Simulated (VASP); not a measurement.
An input for Quantum ESPRESSO's pw.x (written as the equivalent of a VASP run, and not itself run):

```
&CONTROL
  calculation = 'vc-relax'
  pseudo_dir = './pseudo'
  outdir = './out'
  tprnfor = .true.
  tstress = .true.
  nstep = 60
  forc_conv_thr = 0.00078
/
&SYSTEM
  ibrav = 0
  nat = 5
  ntyp = 2
  ecutwfc = 84
  occupations = 'smearing'
  smearing = 'gaussian'
  degauss = 0.003675
  input_dft = 'pbesol'
/
&ELECTRONS
  conv_thr = 7.3e-08
  electron_maxstep = 100
/
&IONS
/
&CELL
/
ATOMIC_SPECIES
  Sn 118.710 Sn.upf
  F 18.998 F.upf
CELL_PARAMETERS angstrom
    -2.0538950    2.0538950    3.9029437
     2.0538950   -2.0538950    3.9029437
     2.0538950    2.0538950   -3.9029437
ATOMIC_POSITIONS crystal
  Sn   0.0000000  0.0000000  0.0000000
  F    0.7567057  0.7567057  1.0000000
  F    0.2432943  0.2432943  1.0000000
  F    0.5000000  0.0000000  0.5000000
  F    0.0000000  0.5000000  0.5000000
K_POINTS automatic
  7 7 7 0 0 0
```

Q: Translate this input to VASP (INCAR, KPOINTS, POSCAR, choice of POTCAR).

A: Several could match; the one computed here: 
### INCAR
```
# general
SYSTEM  = SnF4
PREC    = Accurate
ENCUT   = 520   # plane-wave cut-off (eV)
LREAL   = .False.   # projection in real space or not
LASPH   = .True.

# electronic loop
EDIFF   = 1E-6
NELM    = 100   # most electronic steps
ALGO    = Normal   # blocked Davidson
LMAXMIX = 4   # l cut-off of mixed one-centre charges

# smearing
ISMEAR  = 0   # Gaussian
SIGMA   = 0.05

# functional
GGA     = PS

# ions
IBRION  = 2
NSW     = 60   # most ionic steps
ISIF    = 3   # ions, shape and volume
EDIFFG  = -0.02   # ionic stop

# output
LWAVE   = .False.
LCHARG  = .False.
```

KPOINTS:
```
Automatic mesh
0
Gamma
7 7 7
```

**POSCAR**
```
SnF4
1
   -2.0538949876     2.0538949876     3.9029436512
    2.0538949876    -2.0538949876     3.9029436512
    2.0538949876     2.0538949876    -3.9029436512
Sn F
1 4
Direct
  0.0000000000   0.0000000000   0.0000000000
  0.7567057408   0.7567057408   1.0000000000
  0.2432942592   0.2432942592   1.0000000000
  0.5000000000   0.0000000000   0.5000000000
  0.0000000000   0.5000000000   0.5000000000
```

POTCAR, in this order: Sn_d F (PBE.64 set). Program: vasp_std.

What does not carry over: the potentials are each code's own (VASP's PAW set, PseudoDojo norm-conserving files in pw.x), so ENCUT and ecutwfc are chosen apart and not converted; conv_thr bounds pw.x's estimated SCF error, while EDIFF bounds the energy change between steps; forc_conv_thr acts on force components and is met together with etot_conv_thr.

The structure comes from a computed database's SnF4 entry (I4/mmm); how it stands against other phases isn't given here. This run relaxes it. Symmetry was kept, so distortions that lower it aren't found. The start is the result of an earlier pass.
